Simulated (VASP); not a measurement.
Consider the following.

```
CELL_PARAMETERS angstrom
      3.64000     0.00000     0.00000
      0.00000     3.64000     0.00000
      0.00000     0.00000     3.64000
ATOMIC_POSITIONS crystal
  Zr 0.00000 0.00000 0.00000
  S  0.50000 0.50000 0.50000
```

All values below come from PBEsol GGA, VASP's PBE PAW potentials (set 64) (plane waves; VASP 6.6.1). Settings: 400 eV cut-off, 9×9×9 Γ-centred mesh, first-order Methfessel-Paxton smearing of 0.10 eV, potentials Zr_sv S.

Energy and stress use the plane-wave basis of the starting cell.

Q: The ions, cell shape and volume are relaxed. Which structure does the run end with?

A: 
```
CELL_PARAMETERS angstrom
      3.18501     0.00000     0.00000
      0.00000     3.18501     0.00000
      0.00000     0.00000     3.18501
ATOMIC_POSITIONS crystal
  Zr 0.00000 0.00000 0.00000
  S  0.50000 0.50000 0.50000
```
Space group Pm-3m (221), at a tolerance of 0.03 Å.

Q: How do energy and volume change from the first to the last step?

A: The energy (σ→0) changes by -914.5 meV/atom and the volume by -33.0 %, in 7 ionic steps.

The structure was generated: ZrS was put into the CsCl type type (Pm-3m), which need not be its known phase. This run relaxes it. Symmetry was kept, so distortions that lower it aren't found.
